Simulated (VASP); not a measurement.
Shape and ions are relaxed at each volume.

Energy against volume of Dy (hcp). These are rev-vdW-DF2, VASP's PBE PAW potentials (set 64) (plane waves; VASP) values and carry that method's errors.

The 4f electrons are frozen in the core of the lanthanide potential, so 4f levels, which can set the real gap, and their magnetism are missing.

```tsv
V (Å³/atom)	E (eV/atom)
28.771	-2.26446
29.689	-2.27550
30.607	-2.27856
31.525	-2.27420
32.443	-2.26340
```

Question: Fit a third-order Birch-Murnaghan equation of state.

Answer: 
The volume per atom comes out as 30.51 Å^3/atom and the bulk modulus comes out as 42.6 GPa. The pressure derivative of the bulk modulus is 2.52.

Measured: bulk modulus 40.5 GPa (computed value off by +5.3 %), as given by Wikipedia, Dysprosium (infobox). The calculation is for a static lattice, while the measured bulk modulus holds thermal and zero-point effects, which are part of the difference.

The compound is Dy in the hcp structure. It was relaxed first.
